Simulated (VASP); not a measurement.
# HfB2: formation energy of interstitial O, part 4 of 5

How easily does interstitial O form in HfB2? The host is relaxed first, then a supercell is run with and without the defect. The start is a cell from a database of measured crystal structures.

VASP 6.6.1, plane waves and PAW; the level of theory is named at each step.

So far. Step 5 (Reference B): The start already met the threshold, so nothing moved, which says little where the restoring forces are soft. Step 5 (Reference B): Energy at zero smearing: -88.11941 eV.

### 6. Reference Hf

This step: r2SCAN; plane waves and PAW (Hf) (VASP 6.6.1).

System of this step: Hf. Symmetry: P6_3/mmc, No. 194, hexagonal system. Conventional cell: a = 3.200 Å, b = 3.200 Å, c = 5.062 Å, α = 90.00°, β = 90.00°, γ = 120.00°. Nearest to Hf lie 12 Hf at 3.13 to 3.20 Å.

Hf is not exchanged here; its energy serves the host's formation enthalpy.

Input file INCAR:

```
SYSTEM = Hf
PREC = Normal
ENCUT = 400
EDIFF = 1E-05
NELM = 120
ISMEAR = 1
SIGMA = 0.1
LREAL = Auto
ALGO = Normal
METAGGA = R2SCAN
LASPH = .TRUE.
NBANDS = 10
LORBIT = 11
LWAVE = .FALSE.
LCHARG = .FALSE.
KPAR = 4
IBRION = 2
NSW = 25
ISIF = 3
EDIFFG = -0.02
POTIM = 0.4
```

Input file POSCAR:

```
Hf
1.0
    3.2000000000      0.0000000000      0.0000000000
   -1.6000000000      2.7712812921      0.0000000000
    0.0000000000      0.0000000000      5.0624000000
Hf
2
Direct
    0.0000000000      0.0000000000      0.0000000000
    0.3333333333      0.6666666667      0.5000000000
```

Input file KPOINTS:

```
Automatic mesh
0
Gamma
10 10 5
0 0 0
```

The projector-augmented-wave data sets are Hf (PBE family, release 64).

Run with:

```console
> mpirun -np 4 vasp_std
```

Log:

```text
[banner, memory and clock lines left out]
running    4 mpi-ranks, on    1 nodes
 distrk:  each k-point on    1 cores,    4 groups
 distr:  one band on    1 cores,    1 groups

 POSCAR found type information on POSCAR Hf
 POSCAR found :  1 types and       2 ions
 [... a notice as in an earlier step ...]

 [... a notice as in an earlier step ...]

 LDA part: xc-table for (None), standard interpolation
 POSCAR, INCAR and KPOINTS ok, starting setup
 FFT: planning ... GRIDC
 FFT: planning ... GRID_SOFT
 FFT: planning ... GRID
 WAVECAR not read
 entering main loop
       N       E                     dE             d eps       ncg     rms          rms(c)
DAV:   1    -0.715356955589E+02   -0.71536E+02   -0.26400E+03   840   0.523E+02
DAV:   2    -0.889429105149E+02   -0.17407E+02   -0.16857E+02  1392   0.758E+01
DAV:   3    -0.895123279002E+02   -0.56942E+00   -0.56318E+00  1192   0.122E+01
DAV:   4    -0.895176161645E+02   -0.52883E-02   -0.52810E-02  1340   0.117E+00
DAV:   5    -0.895176305281E+02   -0.14364E-04   -0.14357E-04  1158   0.534E-02    0.104E+01
DAV:   6    -0.903719171471E+02   -0.85429E+00   -0.28632E-01   932   0.302E+00    0.625E+00
DAV:   7    -0.902263139301E+02    0.14560E+00   -0.44865E-01   970   0.373E+00    0.188E+00
DAV:   8    -0.902333715215E+02   -0.70576E-02   -0.31369E-02   980   0.103E+00    0.864E-01
DAV:   9    -0.902273335779E+02    0.60379E-02   -0.13748E-02  1020   0.648E-01    0.752E-02
DAV:  10    -0.902274054275E+02   -0.71850E-04   -0.16103E-04  1386   0.626E-02    0.632E-02
DAV:  11    -0.902274148767E+02   -0.94493E-05   -0.36849E-05  1060   0.314E-02
   1 F= -.90227415E+02 E0= -.90227828E+02  d E =-.902274E+02
 curvature:   0.00 expect dE= 0.000E+00 dE for cont linesearch  0.000E+00
 trial: gam= 0.00000 g(F)=  0.185E-44 g(S)=  0.444E-01 ort = 0.000E+00 (trialstep = 0.100E+01)
 search vector abs. value=  0.444E-01
 bond charge predicted
       N       E                     dE             d eps       ncg     rms          rms(c)
DAV:   1    -0.902271072003E+02    0.29823E-03   -0.64367E-01   842   0.601E+00    0.127E+00
DAV:   2    -0.902325486287E+02   -0.54414E-02   -0.80207E-03  1098   0.599E-01    0.755E-01
DAV:   3    -0.902313404267E+02    0.12082E-02   -0.16506E-03  1076   0.171E-01    0.618E-02
DAV:   4    -0.902313443457E+02   -0.39190E-05   -0.17675E-05  1142   0.270E-02
   2 F= -.90231344E+02 E0= -.90231325E+02  d E =-.392947E-02
[...]
3 F= -.90240194E+02 E0= -.90240538E+02  d E =-.127795E-01
[...]
4 F= -.90240221E+02 E0= -.90240549E+02  d E =-.128061E-01
[...]
5 F= -.90240438E+02 E0= -.90240708E+02  d E =-.216925E-03
[...]
6 F= -.90240452E+02 E0= -.90240731E+02  d E =-.231215E-03
[...]
7 F= -.90240455E+02 E0= -.90240738E+02  d E =-.233697E-03
 curvature:  -0.35 expect dE=-0.463E-04 dE for cont linesearch -0.428E-06
 ZBRENT: interpolating
 opt :   0.6329  next Energy=   -90.240455 (dE=-0.234E-03)
 bond charge predicted
       N       E                     dE             d eps       ncg     rms          rms(c)
DAV:   1    -0.902404472899E+02    0.74539E-05   -0.40646E-05   898   0.395E-02    0.207E-03
DAV:   2    -0.902404472739E+02    0.15965E-07   -0.28154E-07   440   0.288E-03
   8 F= -.90240447E+02 E0= -.90240733E+02  d E =-.226325E-03
 curvature:  -0.59 expect dE=-0.340E-04 dE for cont linesearch -0.256E-04
 trial: gam=-0.18646 g(F)=  0.703E-45 g(S)=  0.577E-04 ort = 0.171E-03 (trialstep = 0.858E+00)
 search vector abs. value=  0.174E-04
 reached required accuracy - stopping structural energy minimisation
```

It took 44 s on 4 MPI ranks of AMD EPYC 7R43, shared host; peak memory 0.44 GiB; 2.8 min of CPU time.

From OUTCAR (step 6):

```text
   k-points           NKPTS =     42   k-points in BZ     NKDIM =     42   number of bands    NBANDS=     10

   ENCUT  =  400.0 eV  29.40 Ry    5.42 a.u.   5.22  5.22  8.26*2*pi/ulx,y,z

   NELECT =       8.0000    total number of electrons

 E-fermi :   5.3058

 k-point     1 :       0.0000    0.0000    0.0000
  band No.  band energies     occupation
      1      -2.4601      2.00000
      2       1.4386      2.00000
      3       5.9752     -0.00000
      4       6.6166     -0.00000
      5       6.6166     -0.00000
      6       7.0273     -0.00000
      7       7.5351      0.00000
    ...

  Total        0.0368896      0.0368896     -0.0164154      0.0000000      0.0000000     -0.0000000
  in kB        1.3537091      1.3537091     -0.6023824      0.0000000      0.0000000     -0.0000000
  external PRESSURE =       0.7016786 kB  Pullay stress =       0.0000000 kB

 POSITION                                       TOTAL-FORCE (eV/Angst)
 -----------------------------------------------------------------------------------
      3.17880     -0.00000     -0.00000         0.000000     -0.000000     -0.000000
     -0.00000      1.83528      2.49461        -0.000000      0.000000      0.000000
 -----------------------------------------------------------------------------------
    total drift:                               -0.000001      0.000000     -0.000000

  FREE ENERGIE OF THE ION-ELECTRON SYSTEM (eV)
  ---------------------------------------------------
  free  energy   TOTEN  =       -90.2404472739 eV

  energy  without entropy=      -90.2413043691  energy(sigma->0) =      -90.24073297

[... 1 part as in an earlier step ...]

[... 15 further parts left out ...]
```

Step by step:

```
step  energy less that of the first step (eV)  largest force (eV/Å)  pressure (GPa)  volume (Å³)
   1                                   0.0000                0.0000           -3.03        44.89
   2                                  -0.0039                0.0000            2.93        42.72
   3                                  -0.0128                0.0000           -0.05        43.68
   4                                  -0.0128                0.0000            0.10        43.64
   5                                  -0.0130                0.0000            0.16        43.67
   6                                  -0.0130                0.0000            0.17        43.66
   7                                  -0.0130                0.0000            0.17        43.66
   8                                  -0.0130                0.0000            0.07        43.66
```

```
conventional cell, symmetrised  before  after  change
                         a (Å)   3.200  3.179  -0.7 %
                         b (Å)   3.200  3.179  -0.7 %
                         c (Å)   5.062  4.989  -1.4 %
              volume (Å³/atom)   22.45  21.83  -2.7 %
```

Final coordinates:

```xyz
2
Lattice="3.1788 0.0000 0.0000 -1.5894 2.7529 0.0000 0.0000 0.0000 4.9892" Properties=species:S:1:pos:R:3 pbc="T T T"
Hf    0.0000    0.0000    0.0000
Hf    0.0000    1.8353    2.4946
```

Numbers from this step:

```yaml
electronic_cycles: 30
electrons: 8
free_energy_toten: -90.2404 eV
energy_at_zero_smearing: -90.2407 eV
fermi_energy: 5.306 eV
labelled_metallic_from_the_levels_on_this_mesh: yes
```

The run ended after 8 ionic steps, 0.013 eV below its first step, once forces and stress met EDIFFG = -0.02.

Energy at zero smearing: -90.24073 eV.

### 7. The defect cell

This step: r2SCAN; plane waves and PAW (Hf, B, O) (VASP 6.6.1).

System of this step: Hf12B24O. The cell holds 37 atoms: 12 Hf, 24 B and 1 O. Its edges and angles: a = 6.444 Å, b = 6.444 Å, c = 14.036 Å, α = 113.6°, β = 113.6°, γ = 114.7°. It derives from HfB2. Nearest the centre at fractional (0.333, 0.167, 0.167): O37 at 0.00 Å, B26 at 1.74 Å, B25 at 1.74 Å, Hf6 at 1.81 Å, Hf1 at 1.81 Å, Hf3 at 1.81 Å, B14 at 2.51 Å, B16 at 2.51 Å.

The host is treated as a metal, since its gap is under 0.3 eV or closed. The run keeps 4 symmetry operations, which cuts the number of k-points but bars distortions that break them. The atoms relax at the host's fixed cell.

Input file INCAR:

```
SYSTEM = Hf12B24O
PREC = Normal
ENCUT = 400
EDIFF = 1E-05
NELM = 120
ISMEAR = 1
SIGMA = 0.2
LREAL = Auto
ALGO = Normal
METAGGA = R2SCAN
LASPH = .TRUE.
NBANDS = 88
LORBIT = 11
LWAVE = .FALSE.
LCHARG = .TRUE.
KPAR = 4
IBRION = 2
NSW = 50
ISIF = 2
EDIFFG = -0.03
POTIM = 0.4
MAXMIX = 40
ISYM = 2
```

Input file POSCAR:

```
Hf12B24O
1.0
   -4.6992525879      2.7131147467      3.4750657399
    4.6992525879     -2.7131147467      3.4750657399
    4.6992525879      8.1393442401    -10.4251972197
Hf B O
12 24 1
Direct
    0.0000000000      0.0000000000      0.0000000000
    0.5000000000      0.5000000000      0.0000000000
    0.5000000000      0.0000000000      0.1666666700
    0.0000000000      0.5000000000      0.1666666700
    0.0000000000      0.0000000000      0.3333333300
    0.5000000000      0.5000000000      0.3333333300
    0.5000000000      0.0000000000      0.5000000000
    0.0000000000      0.5000000000      0.5000000000
    0.0000000000      0.0000000000      0.6666666700
    0.5000000000      0.5000000000      0.6666666700
    0.5000000000      0.0000000000      0.8333333300
    0.0000000000      0.5000000000      0.8333333300
    0.4166666700      0.5833333300      0.1666666700
    0.9166666700      0.0833333300      0.1666666700
    0.9166666700      0.5833333300      0.3333333300
    0.4166666700      0.0833333300      0.3333333300
    0.4166666700      0.5833333300      0.5000000000
    0.9166666700      0.0833333300      0.5000000000
    0.9166666700      0.5833333300      0.6666666700
    0.4166666700      0.0833333300      0.6666666700
    0.4166666700      0.5833333300      0.8333333300
    0.9166666700      0.0833333300      0.8333333300
    0.9166666700      0.5833333300      0.0000000000
    0.4166666700      0.0833333300      0.0000000000
    0.5833333300      0.4166666700      0.1666666700
    0.0833333300      0.9166666700      0.1666666700
    0.0833333300      0.4166666700      0.3333333300
    0.5833333300      0.9166666700      0.3333333300
    0.5833333300      0.4166666700      0.5000000000
    0.0833333300      0.9166666700      0.5000000000
    0.0833333300      0.4166666700      0.6666666700
    0.5833333300      0.9166666700      0.6666666700
    0.5833333300      0.4166666700      0.8333333300
    0.0833333300      0.9166666700      0.8333333300
    0.0833333300      0.4166666700      0.0000000000
    0.5833333300      0.9166666700      0.0000000000
    0.3333333300      0.1666666700      0.1666666700
```

Input file KPOINTS:

```
Automatic mesh
0
Gamma
5 5 5
0 0 0
```

PAW data sets: Hf, B and O (PBE family, release 64).

Run with:

```console
> mpirun -np 4 vasp_std
```

Log:

```text
[banner, memory and clock lines left out]
running    4 mpi-ranks, on    1 nodes
[...]
[... a notice as in an earlier step ...]

 LDA part: xc-table for (None), standard interpolation
 POSCAR, INCAR and KPOINTS ok, starting setup
[...]
entering main loop
       N       E                     dE             d eps       ncg     rms          rms(c)
DAV:   1    -0.166713883463E+03   -0.16671E+03   -0.49141E+04  4752   0.108E+03
DAV:   2    -0.753957971291E+03   -0.58724E+03   -0.55927E+03  5976   0.216E+02
DAV:   3    -0.787403630447E+03   -0.33446E+02   -0.32776E+02  6080   0.507E+01
DAV:   4    -0.787993926544E+03   -0.59030E+00   -0.58691E+00  5984   0.704E+00
[...]
DAV:  13    -0.758587289150E+03    0.26912E-03   -0.83287E-04  6864   0.122E-01    0.422E-02
DAV:  14    -0.758587291492E+03   -0.23425E-05   -0.42550E-04  5656   0.639E-02    0.128E-02
DAV:  15    -0.758587291983E+03   -0.49038E-06   -0.16545E-05  3896   0.171E-02
   1 F= -.75858729E+03 E0= -.75859071E+03  d E =-.758587E+03
[... from here on, the cycles between the ionic steps are left out ...]
   2 F= -.75947232E+03 E0= -.75947496E+03  d E =-.885028E+00
   3 F= -.76050052E+03 E0= -.76050314E+03  d E =-.191323E+01
   4 F= -.76060443E+03 E0= -.76060691E+03  d E =-.103903E+00
   5 F= -.76061512E+03 E0= -.76061756E+03  d E =-.114595E+00
   6 F= -.76063286E+03 E0= -.76063578E+03  d E =-.177444E-01
   7 F= -.76063287E+03 E0= -.76063578E+03  d E =-.177488E-01
   8 F= -.76063799E+03 E0= -.76064082E+03  d E =-.512677E-02
   9 F= -.76063823E+03 E0= -.76064107E+03  d E =-.536511E-02
  10 F= -.76063981E+03 E0= -.76064265E+03  d E =-.158160E-02
  11 F= -.76064014E+03 E0= -.76064297E+03  d E =-.191328E-02
[...]
N       E                     dE             d eps       ncg     rms          rms(c)
DAV:   1    -0.760640469020E+03   -0.33010E-03   -0.46784E-02  4784   0.695E-01    0.126E-01
 hard stop encountered!  aborting job ...
|                                                                             |
|           W    W    AA    RRRRR   N    N  II  N    N   GGGG   !!!           |
|           W    W   A  A   R    R  NN   N  II  NN   N  G    G  !!!           |
|           W    W  A    A  R    R  N N  N  II  N N  N  G       !!!           |
|           W WW W  AAAAAA  RRRRR   N  N N  II  N  N N  G  GGG   !            |
|           WW  WW  A    A  R   R   N   NN  II  N   NN  G    G                |
|           W    W  A    A  R    R  N    N  II  N    N   GGGG   !!!           |
|                                                                             |
|     The electronic self-consistency was not achieved in the given           |
|     number of steps (NELM). The forces and other quantities evaluated       |
|     might not be reliable so examine the results carefully. If you find     |
|     spurious results, we suggest increasing NELM, if you were close to      |
|     convergence or switching to a different ALGO or adjusting the           |
|     density mixing parameters otherwise.                                    |
|                                                                             |

 soft stop encountered!  aborting job ...
```

The job ended after 51 min (4 MPI ranks).

(Continued in part 5 of 5.)

[Lines on the potential files, build, host, timing and source positions are cut from VASP's logs without a mark.]

[Logs are printed without paths, hosts, clocks, repeated set-up lines and the standing remarks that a program may print on its own settings, such as how far it seeks lower states.]

[Hosts, paths, dates, database ids (printed as entryN), source tags and the programs' standing remarks are cut or masked in the printed files.]

[In band tables of VASP the shares of atoms and orbitals are scaled to a sum of 1 inside the atoms' spheres.]

[Runs that stopped without an error message from VASP are left out.]
